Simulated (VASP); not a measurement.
Crystal: Cd3Se.

```xyz
4
Lattice="-2.0410 2.0410 6.0871 2.0410 -2.0410 6.0871 2.0410 2.0410 -6.0871" Properties=species:S:1:pos:R:3 pbc="T T T"
Cd    0.0000    0.0000    6.0871
Cd    2.0410    0.0000    3.0435
Cd    0.0000    2.0410    3.0435
Se    0.0000    0.0000    0.0000
```

The cell comes from a database or a generator and needn't be the stable form of this composition.

| Item | Value |
| --- | --- |
| Program | VASP 6.6.1 |
| Task | single point |
| Functional | PBE |
| Potentials or basis | VASP PAW PBE potentials, release 64 (Cd, Se) |
| Cutoff | 520 eV |
| k mesh | 9 × 9 × 9 |
| Occupations | fermi-dirac, width 0.05 eV |
| Spin | no spin polarisation |

On this cell: pressure -0.3 GPa; largest force under 0.003 eV/Å; band gap on the k mesh none (metal or under the smearing width).

The same run follows on a disturbed copy (atoms moved at random, drawn with an rms of 0.05 Å):

```xyz
4
Lattice="-2.0410 2.0410 6.0871 2.0410 -2.0410 6.0871 2.0410 2.0410 -6.0871" Properties=species:S:1:pos:R:3 pbc="T T T"
Cd    0.0705    0.0134    6.0730
Cd    2.0410    0.0093    3.0861
Cd   -0.0166    2.0243    3.0658
Se    0.0394    0.0466    0.0112
```

**Question.** What does the disturbed cell give?

**Answer.** The energy (extrapolated to zero smearing) moves by +0.8 meV/atom; pressure -0.2 GPa; largest force 0.124 eV/Å; band gap on the k mesh none (metal or under the smearing width).

Forces on the atoms (eV/Å):
```
Cd  -0.054  0.049  0.013
Cd  -0.066 -0.104 -0.014
Cd   0.052  0.083 -0.029
Se   0.067 -0.028  0.030
```

Stress tensor (GPa, compression positive):
```
-0.58 -0.02  0.00
-0.02 -0.63  0.00
 0.00  0.00  0.50
```
